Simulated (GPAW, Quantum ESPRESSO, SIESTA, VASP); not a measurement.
## In3As: programs and potentials compared

```
CELL_PARAMETERS angstrom
4.67168 0.00000 0.00000
0.00000 4.67168 0.00000
0.00000 0.00000 4.67168
ATOMIC_POSITIONS crystal
In 0.50000 0.50000 0.00000
In 0.50000 0.00000 0.50000
In 0.00000 0.50000 0.50000
As 0.00000 0.00000 0.00000
```

The cell comes from a database or a generator and needn't be the stable form of this composition.

Alike in all runs: task single point; functional PBE; k mesh 6 × 6 × 6; occupations fermi-dirac, width 0.05 eV; no spin polarisation; no spin-orbit coupling. A missing gap at this level doesn't show that the real crystal is a metal. Pressure is positive in compression and, in plane waves, holds the error of the finite cutoff.

| program and potentials | plane-wave cutoff (eV) | notes | band gap (eV) | pressure (GPa) |
| --- | --- | --- | --- | --- |
| Quantum ESPRESSO, SSSP 1.3 efficiency PBE | 748 | 11 valence electrons an atom on average | no gap | 0.54 |
| SIESTA, files PseudoDojo sr-pbe-0.4.1-standard, DZP (energy shift 0.003 Ry; two zetas on semicore shells) | - | atomic basis; 13.5 valence electrons an atom on average | no gap | 1.51 |
| GPAW, GPAW PAW data sets (gpaw-data 1.2.1) | 600 | 11 valence electrons an atom on average | no gap | 0.31 |
| VASP, PBE PAW files As, In_d, 520 eV | 520 | 11 valence electrons an atom on average | no gap | 0.58 |

None finds a gap. The pressure spans 0.31 (GPAW, GPAW PAW data sets (gpaw-data 1.2.1)) to 1.51 GPa (SIESTA, files PseudoDojo sr-pbe-0.4.1-standard, DZP (energy shift 0.003 Ry; two zetas on semicore shells)). Rows in atomic bases carry the error of their basis and grid, which can be large.

Differences between rows come from potentials, basis sets and numerical settings, since the functional is the same but for its coding. Runs on potential files found faulty are left out.
